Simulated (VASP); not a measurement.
# A VASP study of GeMo (PBEsol + D3): structure first, properties next, part 4 of 4

Wanted: the relaxed cell of GeMo and its properties. The cell is invented: it takes the structure of COD entry 9007456, WC (space group 187 there), with all of its atoms replaced by other elements, volume scaled by an estimate. It may not be a known or stable phase.

VASP 6.6.1, plane waves and PAW; the level of theory is named at each step.

So far. Step 5 (Band structure (PBEsol + D3)): There is no gap at this level. Step 6 (Density of states (PBEsol + D3)): The finer mesh and the other smearing move the Fermi level by -0.05 eV from the 10×10×8 run, one measure of the sampling error in the zero of the bands above. Of the states within 0.3 eV of the Fermi level, the largest shares in the PAW spheres are Mo d 77 % and Ge p 6 %. The rest lies in smaller channels or between the spheres. The relaxed cell has a = 3.143, c = 3.553 Å (conventional setting).

### Step 7. Bands along the symmetry lines (PBEsol + D3 + SOC)

This step: PBEsol with D3, spin-orbit coupling; plane waves and PAW (Mo_sv, Ge_d); invented cell (VASP 6.6.1).

The mesh alone shows little of the dispersion and can miss band extrema, so KPOINTS_OPT adds a path through the symmetry points after the self-consistent cycle. Spin-orbit coupling needs spinors and the noncollinear program, where each band holds one electron.

INCAR

```
SYSTEM = GeMo
PREC = Accurate
ENCUT = 410
EDIFF = 1E-06
NELM = 100
ISMEAR = 0
SIGMA = 0.05
LREAL = .FALSE.
ALGO = Normal
GGA = PS
IVDW = 11
LNONCOLLINEAR = .TRUE.
MAGMOM = 0 0 0 0 0 0
NBANDS = 40
GGA_COMPAT = .FALSE.
LASPH = .TRUE.
LSORBIT = .TRUE.
LMAXMIX = 4
LORBIT = 11
LWAVE = .FALSE.
LCHARG = .FALSE.
```

POSCAR

```
GeMo
1.0
    3.1433977205      0.0000000029      0.0000000000
   -1.5716983514      2.7222620177      0.0000000000
    0.0000000000      0.0000000000      3.5533804424
Mo Ge
1 1
Direct
    0.0000000000      0.0000000000      0.0000000000
    0.6666666700      0.3333333300      0.5000000000
```

KPOINTS

```
Automatic mesh
0
Gamma
8 8 6
0 0 0
```

KPOINTS_OPT

```
Line mode
16
Line-mode
Reciprocal
  0.00000000   0.00000000   0.00000000 GAMMA
  0.50000000   0.00000000   0.00000000 M

  0.50000000   0.00000000   0.00000000 M
  0.33333333   0.33333333   0.00000000 K

  0.33333333   0.33333333   0.00000000 K
  0.00000000   0.00000000   0.00000000 GAMMA

  0.00000000   0.00000000   0.00000000 GAMMA
  0.00000000   0.00000000   0.50000000 A

  0.00000000   0.00000000   0.50000000 A
  0.50000000   0.00000000   0.50000000 L

  0.50000000   0.00000000   0.50000000 L
  0.33333333   0.33333333   0.50000000 H

  0.33333333   0.33333333   0.50000000 H
  0.00000000   0.00000000   0.50000000 A

  0.50000000   0.00000000   0.50000000 L
  0.50000000   0.00000000   0.00000000 M

  0.33333333   0.33333333   0.00000000 K
  0.33333333   0.33333333   0.50000000 H
```

Potentials, in the order of the species: Mo_sv and Ge_d (PBE family, release 64).

Run with:

```console
$ mpirun -np 1 vasp_ncl
```

Log:

```text
[... set-up lines as in an earlier step ...]
 entering main loop
       N       E                     dE             d eps       ncg     rms          rms(c)
DAV:   1     0.261004136075E+03    0.26100E+03   -0.12219E+04  6824   0.308E+03
DAV:   2     0.147911531145E+02   -0.24621E+03   -0.23522E+03  4984   0.720E+02
DAV:   3    -0.168660958984E+02   -0.31657E+02   -0.30892E+02  5472   0.158E+02
DAV:   4    -0.180284644859E+02   -0.11624E+01   -0.11597E+01  5368   0.342E+01
DAV:   5    -0.180484863397E+02   -0.20022E-01   -0.20021E-01  5480   0.509E+00    0.180E+01
DAV:   6    -0.171290080521E+02    0.91948E+00   -0.29256E+00  5600   0.139E+01    0.330E+00
DAV:   7    -0.170667476939E+02    0.62260E-01   -0.15316E-01  6496   0.597E+00    0.236E+00
DAV:   8    -0.170460664704E+02    0.20681E-01   -0.32385E-02  6312   0.214E+00    0.561E-01
DAV:   9    -0.170454632570E+02    0.60321E-03   -0.25407E-03  6064   0.642E-01    0.195E-01
DAV:  10    -0.170452269804E+02    0.23628E-03   -0.53324E-04  6136   0.422E-01    0.762E-02
DAV:  11    -0.170452304895E+02   -0.35091E-05   -0.55908E-05  5728   0.865E-02    0.258E-02
DAV:  12    -0.170452291364E+02    0.13531E-05   -0.11203E-05  6368   0.551E-02    0.430E-03
DAV:  13    -0.170452291944E+02   -0.58026E-07   -0.37119E-07  3136   0.707E-03
   1 F= -.17703388E+02 E0= -.17703129E+02  d E =-.517489E-03  mag=     0.0000    -0.0000    -0.0000
 Start KPOINTS_OPT (optional k-point list driver)
k-point batch [1-60\144]
       N       E                     dE             ncg
DAV:   1    -0.206238360842E+04   -0.31335E+05     6816
DAV:   2    -0.169811737542E+05   -0.14919E+05     4984
DAV:   3    -0.188819171043E+05   -0.19007E+04     5440
DAV:   4    -0.189551121131E+05   -0.73195E+02     5408
DAV:   5    -0.189564689258E+05   -0.13568E+01     5472
DAV:   6    -0.189565031157E+05   -0.34190E-01     5408
DAV:   7    -0.189565044723E+05   -0.13566E-02     5656
DAV:   8    -0.189565045280E+05   -0.55770E-04     5168
DAV:   9    -0.189565045304E+05   -0.23828E-05     3768
DAV:  10    -0.189565045307E+05   -0.30758E-06     3040
[...]
k-point batch [121-144\144]
       N       E                     dE             ncg
DAV:   1     0.338982178870E+05   -0.25589E+05     2824
DAV:   2     0.281580171176E+05   -0.57402E+04     2064
DAV:   3     0.274290199403E+05   -0.72900E+03     2176
DAV:   4     0.274030205351E+05   -0.25999E+02     2040
DAV:   5     0.274025394576E+05   -0.48108E+00     2208
DAV:   6     0.274025269991E+05   -0.12458E-01     2160
DAV:   7     0.274025265147E+05   -0.48447E-03     2288
DAV:   8     0.274025264953E+05   -0.19307E-04     1856
DAV:   9     0.274025264945E+05   -0.81221E-06     1272
```

It took 4.1 min on 1 MPI rank of Intel Xeon 6975P-C (Granite Rapids), shared host; peak memory 0.3 GiB.

OUTCAR, selected parts (step 7):

```text
   k-points           NKPTS =     60   k-points in BZ     NKDIM =     60   number of bands    NBANDS=     40

   NELECT =      28.0000    total number of electrons

 E-fermi :  10.4982

 k-point     1 :       0.0000    0.0000    0.0000
  band No.  band energies     occupation
    ...
     22       7.1052      1.00000
     23       8.9255      1.00000
     24       8.9255      1.00000
     25       9.0310      1.00000
     26       9.0310      1.00000
     27      10.7090      0.00000
     28      10.7090      0.00000
     29      11.2640      0.00000
     30      11.2640      0.00000
     31      11.3674      0.00000
    ...

 Edisp (eV)   -0.65816

  Total      -0.01455    -0.01455     0.08099    -0.00000     0.00000     0.00000
  in kB      -0.76643    -0.76643     4.26727    -0.00000     0.00000     0.00000
  external pressure =        0.91 kB  Pullay stress =        0.00 kB

 POSITION                                       TOTAL-FORCE (eV/Angst)
 -----------------------------------------------------------------------------------
      0.00000      0.00000      0.00000         0.000000     -0.000000      0.000000
      1.57170      0.90742      1.77669        -0.000000      0.000000      0.000000
 -----------------------------------------------------------------------------------
    total drift:                               -0.000014      0.000001     -0.000000

  FREE ENERGIE OF THE ION-ELECTRON SYSTEM (eV)
  ---------------------------------------------------
  free  energy   TOTEN  =       -17.7033877268 eV

  energy  without entropy=      -17.7028702377  energy(sigma->0) =      -17.70312898

 Spin-Orbit-Coupling matrix elements
 Ion:    1  E_soc:     -0.2047484
 Ion:    2  E_soc:     -0.0202006

 magnetization (x)
# of ion       s       p       d       tot
------------------------------------------
    1        0.000   0.000  -0.000  -0.000
    2       -0.000   0.000   0.000   0.000
--------------------------------------------------
tot         -0.000   0.000  -0.000  -0.000

 magnetization (y)
# of ion       s       p       d       tot
------------------------------------------
    1        0.000   0.000  -0.000  -0.000
    2        0.000  -0.000  -0.000  -0.000
--------------------------------------------------
tot          0.000  -0.000  -0.000  -0.000

 magnetization (z)
# of ion       s       p       d       tot
------------------------------------------
    1       -0.000  -0.000   0.000   0.000
    2        0.000  -0.000   0.000   0.000
--------------------------------------------------
tot          0.000  -0.000   0.000   0.000

[... 6 parts as in an earlier step ...]

[... 10 further parts left out ...]
```

LASPH is on here and off in scalar runs of this session, so a comparison with those holds both changes.

This step gave:

```
bands                   : 40
irreducible k-points    : 60
free energy (TOTEN)     : -17.70 eV
energy at zero smearing : -17.70 eV
Fermi energy            : 10.50 eV
pressure                : 0.09115 GPa
```

On-site spin-orbit energy by atom:

```
atom  on-site spin-orbit energy (eV)
 Mo1                          -0.205
 Ge2                          -0.020
```

The electronic bands at the labelled points (eV, zero at the Fermi level; # counts the bands kept in this run, so #1 is VASP's band 19):

```
          point     #7     #8     #9    #10    #11    #12   #13   #14
              Γ  -1.47  -1.47   0.21   0.21   0.77   0.77  0.87  0.87
0.53 of the way  -2.39  -2.39  -0.17  -0.17   0.50   0.50  3.18  3.18
              M  -2.83  -2.83   0.25   0.25   1.83   1.83  2.90  2.90
0.47 of the way  -2.98  -2.95  -0.42  -0.38   1.24   1.35  1.88  1.99
              K  -2.96  -2.91  -1.13  -1.07   1.08   1.28  1.32  1.47
0.47 of the way  -2.29  -2.27  -0.20  -0.15   0.10   0.13  2.88  2.96
              Γ  -1.47  -1.47   0.21   0.21   0.77   0.77  0.87  0.87
0.47 of the way  -1.21  -1.21  -0.14  -0.14   0.23   0.23  0.26  0.32
              A  -0.72  -0.72  -0.51  -0.51  -0.38  -0.38  0.26  0.26
0.47 of the way  -1.57  -1.57  -1.33  -1.33   0.32   0.32  0.69  0.69
              L  -2.18  -2.18  -0.28  -0.28   1.30   1.30  2.31  2.31
0.47 of the way  -1.96  -1.87  -0.83  -0.79   1.26   1.26  3.37  3.45
              H  -1.77  -1.67  -1.12  -1.08   1.25   1.26  4.26  4.36
0.47 of the way  -1.82  -1.81  -1.58  -1.48   0.87   0.88  1.29  1.32
              A  -0.72  -0.72  -0.51  -0.51  -0.38  -0.38  0.26  0.26
      jump to L  -2.18  -2.18  -0.28  -0.28   1.30   1.30  2.31  2.31
0.47 of the way  -1.48  -1.48  -1.30  -1.28   2.06   2.13  2.25  2.27
              M  -2.83  -2.83   0.25   0.25   1.83   1.83  2.90  2.90
      jump to K  -2.96  -2.91  -1.13  -1.07   1.08   1.28  1.32  1.47
0.53 of the way  -3.48  -3.43  -1.16  -1.15   2.36   2.40  2.75  2.83
              H  -1.77  -1.67  -1.12  -1.08   1.25   1.26  4.26  4.36
```

Of the projections kept (Mo, Ge), the largest for each band there, as a share of the weight inside these atoms' spheres; weight between the spheres isn't counted:

```
point       #7       #8       #9      #10      #11      #12      #13      #14
    Γ  Mo 0.88  Mo 0.88  Ge 0.78  Ge 0.78  Mo 0.97  Mo 0.97  Mo 0.97  Mo 0.97
    M  Mo 0.91  Mo 0.91  Mo 0.94  Mo 0.94  Mo 0.71  Mo 0.71  Mo 0.59  Mo 0.59
    K  Mo 0.70  Mo 0.69  Mo 0.91  Mo 0.90  Mo 0.79  Mo 0.79  Mo 0.82  Mo 0.82
    Γ  Mo 0.88  Mo 0.88  Ge 0.78  Ge 0.78  Mo 0.97  Mo 0.97  Mo 0.97  Mo 0.97
    A  Mo 0.96  Mo 0.96  Mo 0.85  Mo 0.85  Mo 0.85  Mo 0.85  Mo 0.92  Mo 0.92
    L  Mo 0.73  Mo 0.73  Mo 0.67  Mo 0.67  Mo 0.96  Mo 0.96  Mo 0.99  Mo 0.99
```

There is no gap at this level.

### Step 8. Core-level energies (PBEsol + D3)

This step: PBEsol with D3; plane waves and PAW (Mo_sv, Ge_d); invented cell (VASP 6.6.1).

ICORELEVEL = 1 prints the core eigenvalues in the potential of the ground state.

INCAR

```
SYSTEM = GeMo
PREC = Accurate
ENCUT = 410
EDIFF = 1E-06
NELM = 100
ISMEAR = 0
SIGMA = 0.05
LREAL = .FALSE.
ALGO = Normal
GGA = PS
IVDW = 11
NBANDS = 20
LORBIT = 11
LWAVE = .FALSE.
LCHARG = .FALSE.
ICORELEVEL = 1
```

POSCAR is that of step 7.

KPOINTS

```
Automatic mesh
0
Gamma
10 10 8
0 0 0
```

Run with:

```console
$ mpirun -np 1 vasp_std
```

Log:

```text
[... set-up lines as in an earlier step ...]
 entering main loop
       N       E                     dE             d eps       ncg     rms          rms(c)
[... 12 cycles as in an earlier step ...]
   1 F= -.17590954E+02 E0= -.17590467E+02  d E =-.974332E-03
```

Wall time 14 s (1 MPI rank); peak memory 0.16 GiB.

OUTCAR, selected parts (step 8):

```text
   NELECT =      28.0000    total number of electrons

 the core state eigenenergies are
   1-  1s -19805.2570  2s  -2785.3618  2p  -2488.3677  3s   -462.5748  3p   -365.2816
       3d   -207.0996
   2-  1s -10943.9131  2s  -1355.7861  2p  -1182.6416  3s   -152.7145  3p    -99.8454

 E-fermi :  10.4119

 Edisp (eV)   -0.65816

[... 19 parts as in an earlier step ...]

[... 2 further parts left out ...]
```

These are scalar-relativistic Kohn-Sham levels of the ground state, with no core hole, so they are not binding energies.

Numbers from this step:

```yaml
scf_cycles: 12
bands: 20
irreducible_k_points: 70
free_energy_toten: -17.59 eV
energy_at_zero_smearing: -17.59 eV
fermi_energy: 10.41 eV
pressure: 0.06333 GPa
```

Kohn-Sham core levels. Core levels, by row:

```
atom  shell  level below the Fermi level (eV)
 Mo1     1s                             19816
 Mo1     2s                              2796
 Mo1     2p                              2499
 Mo1     3s                               473
 Mo1     3p                             375.7
 Mo1     3d                             217.5
 Ge2     1s                             10954
 Ge2     2s                              1366
 Ge2     2p                              1193
 Ge2     3s                             163.1
 Ge2     3p                             110.3
```

### Step 9. Independent-particle dielectric function (PBEsol + D3)

LOPTICS sums transitions from filled to empty bands. The mesh is finer than in the run before. NBANDS is raised for it.

Changes to INCAR since step 8:

```diff
@@ -11,3 +11,3 @@
 IVDW = 11
-NBANDS = 20
+NBANDS = 30
 LORBIT = 11
@@ -15,2 +15,4 @@
 LCHARG = .FALSE.
-ICORELEVEL = 1
+LOPTICS = .TRUE.
+NEDOS = 1500
+CSHIFT = 0.1
```

POSCAR is that of step 8.

KPOINTS

```
Automatic mesh
0
Gamma
14 14 11
0 0 0
```

Run with:

```console
$ mpirun -np 1 vasp_std
```

Log:

```text
[... set-up lines as in an earlier step ...]
 entering main loop
       N       E                     dE             d eps       ncg     rms          rms(c)
DAV:   1     0.204688985349E+03    0.20469E+03   -0.11005E+04 11992   0.199E+03
DAV:   2     0.125070263431E+01   -0.20344E+03   -0.19051E+03  8872   0.482E+02
DAV:   3    -0.176047565103E+02   -0.18855E+02   -0.18654E+02  9804   0.834E+01
DAV:   4    -0.179360785898E+02   -0.33132E+00   -0.33123E+00  9750   0.115E+01
DAV:   5    -0.179387028424E+02   -0.26243E-02   -0.26242E-02  9866   0.111E+00    0.179E+01
DAV:   6    -0.170195729819E+02    0.91913E+00   -0.20934E+00 10466   0.914E+00    0.333E+00
DAV:   7    -0.169514474915E+02    0.68125E-01   -0.11142E-01 12072   0.388E+00    0.235E+00
DAV:   8    -0.169310584094E+02    0.20389E-01   -0.21479E-02 12302   0.133E+00    0.284E-01
DAV:   9    -0.169301006974E+02    0.95771E-03   -0.18831E-03 10984   0.482E-01    0.104E-01
DAV:  10    -0.169300965158E+02    0.41816E-05   -0.98785E-05 11790   0.109E-01    0.434E-02
DAV:  11    -0.169300953449E+02    0.11709E-05   -0.17285E-05 11338   0.589E-02    0.514E-03
DAV:  12    -0.169300953169E+02    0.27988E-07   -0.49989E-07  6606   0.722E-03
   1 F= -.17588254E+02 E0= -.17587712E+02  d E =-.108301E-02
 optical routines
 imaginary and real dielectric function
 recalculating local potential from charge density
 direction            1
 direction            2
 direction            3
```

Wall time 56 s (1 MPI rank); peak memory 0.31 GiB.

Parts of OUTCAR (step 9):

```text
   k-points           NKPTS =    144   k-points in BZ     NKDIM =    144   number of bands    NBANDS=     30

   NELECT =      28.0000    total number of electrons

 E-fermi :  10.3871

 k-point     1 :       0.0000    0.0000    0.0000
  band No.  band energies     occupation
    ...
      9     -13.5597      2.00000
     10      -1.6077      2.00000
     11       7.1029      2.00000
     12       8.9770      2.00000
     13       8.9770      2.00000
     14      10.7094      0.00000
     15      11.3123      0.00000
     16      11.3123      0.00000
     17      17.9991      0.00000
     18      17.9992      0.00000
    ...

 Edisp (eV)   -0.65816

  Total      -0.04618    -0.04618     0.08708    -0.00000     0.00000    -0.00000
  in kB      -2.43338    -2.43338     4.58836    -0.00000     0.00000    -0.00000
  external pressure =       -0.09 kB  Pullay stress =        0.00 kB

  FREE ENERGIE OF THE ION-ELECTRON SYSTEM (eV)
  ---------------------------------------------------
  free  energy   TOTEN  =       -17.5882538493 eV

  energy  without entropy=      -17.5871708347  energy(sigma->0) =      -17.58771234

 plasma frequency squared (from intraband transitions) (eV^2)
  --------------------------------------------------------------------------------------
      11.125       0.000      -0.000
       0.000      11.125       0.000
       0.000       0.000      21.725

[... 8 parts as in an earlier step ...]

[... 9 further parts left out ...]
```

These are independent-particle spectra without excitons or local fields. Fine structure and low peaks depend on the mesh and on CSHIFT. The intraband (Drude) part is not in this spectrum.

Numbers from this step:

```yaml
bands: 30
irreducible_k_points: 144
fermi_energy: 10.39 eV
pressure: -0.009280 GPa
```

The imaginary dielectric function has structure finer than the step of the table below, so its rows give means over 1 eV, whole bins alone (the curve runs from 0 to 25.0 eV). Peaks (eV: height): xx 0.7: 57.6, 3.0: 19.5, 6.2: 18.2; zz 0.7: 53.8, 1.7: 23.2, 2.4: 26.5, 3.3: 38.7.

Imaginary dielectric function against photon energy; means over each step:

```
photon energy (eV)     xx     zz
                 1   34.3   33.6
                 2   14.0   19.7
                 3   16.1   26.8
                 4   10.7   14.3
                 5   9.26   13.5
                 6   15.1   15.8
                 7   13.2   8.88
                 8   7.75   6.63
                 9   4.59   4.62
                10   3.69   3.71
                11   4.60   3.61
                12   3.50   2.23
                13   1.91   1.18
                14   1.22   1.12
                15  0.986   1.09
                16  0.758  0.730
                17  0.588  0.497
                18  0.466  0.430
                19  0.429  0.409
                20  0.415  0.342
                21  0.329  0.282
                22  0.279  0.271
                23  0.250  0.252
                24  0.270  0.312
```

The real dielectric function by photon energy:

```
photon energy (eV)       xx       zz
                 0     65.5     71.8
                 1     6.76     13.3
                 2     10.7     17.8
                 3     8.25     16.0
                 4     1.69   0.0267
                 5     6.81     1.91
                 6     7.05    -2.55
                 7    -4.21    -5.97
                 8    -4.83    -4.15
                 9    -3.79    -3.97
                10    -1.36    -1.95
                11    -1.52    -3.06
                12    -3.14    -2.99
                13    -2.70    -1.99
                14    -2.15    -1.58
                15    -1.47    -1.29
                16    -1.19    -1.14
                17   -0.832   -0.782
                18   -0.537   -0.502
                19   -0.352   -0.241
                20   -0.187   -0.158
                21  -0.0930  -0.0132
                22   0.0971   0.0806
                23    0.187    0.277
                24    0.307    0.326
```

### Step 10. Results

```yaml
relaxed_volume: 15.20 Å³/atom
relaxed_conventional_cell_a_b_c: 3.143, 3.143, 3.553 Å; angles 90.0, 90.0, 120.0°
space_group_after_relaxing_within_0p02_a: P-6m2 (No. 187)
band_gap: none, a metal
dos_at_the_fermi_level: 0.662 states/eV/cell
band_gap_pbesol_d3_soc: none, a metal
shallowest_level_of_the_frozen_cores: Ge2 3p, 110.3 eV deep
```

**Reading.** With PBEsol + D3, GeMo relaxes to 15.20 Å³/atom in space group P-6m2 (held by the symmetry of the run) and comes out as a metal. Band structure (PBEsol + D3): Of the bands kept, 2 cross the Fermi level on this path. Bands along the symmetry lines (PBEsol + D3 + SOC): Of the bands kept, 4 cross the Fermi level on this path (spinor bands, one electron each). LASPH was switched on together with spin-orbit coupling, so shifts put down to the coupling hold both changes, and that of the mesh where it differs. No search among competing phases was made. All values are for a static lattice at zero temperature.

[Lines on the potential files, build, host, timing and source positions are cut from VASP's logs without a mark.]

[Logs are printed without paths, hosts, clocks, repeated set-up lines and the standing remarks that a program may print on its own settings, such as how far it seeks lower states.]

[Hosts, paths, dates, database ids (printed as entryN), source tags and the programs' standing remarks are cut or masked in the printed files.]

[A measured line is paired with the nearest computed mode of its activity, which favours agreement.]

[In band tables of VASP the shares of atoms and orbitals are scaled to a sum of 1 inside the atoms' spheres.]
